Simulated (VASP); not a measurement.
```yaml
crystal:
  lattice:
    - [1.53581, -2.66010, 0.00000]
    - [1.53581, 2.66010, 0.00000]
    - [0.00000, 0.00000, 3.47338]
  atoms:
    - { symbol: Mg, position: [0.00000, 0.00000, 0.00000] }
    - { symbol: B, position: [0.33333, 0.66667, 0.50000] }
    - { symbol: B, position: [0.66667, 0.33333, 0.50000] }
```

All values below come from PBEsol GGA, VASP's PBE PAW potentials (set 64) (plane waves; VASP 6.6.1). Numerical set-up: 600 eV cut-off, 10×10×8 Γ-centred mesh, first-order Methfessel-Paxton smearing of 0.10 eV, potentials Mg B.

Each relaxation starts from this cell; other phases were not tried.

**Question.** The cell is relaxed at 10 GPa. What happens?

**Answer.** The volume per atom goes from 9.46 to 8.91 Å³ (-5.8 %), and the cell becomes a = b = 3.024 Å, c = 3.376 Å, α = β = 90.00°, γ = 120.00°, space group P6/mmm.

**Question.** The cell is relaxed at 20 GPa. What happens?

**Answer.** The volume per atom goes from 9.46 to 8.48 Å³ (-10.4 %), and the cell becomes a = b = 2.985 Å, c = 3.296 Å, α = β = 90.00°, γ = 120.00°, space group P6/mmm.

Failed runs are left out, and for metals the shear rows, which the mesh's noise covers.

The compound is MgB2 in the AlB2 type structure.
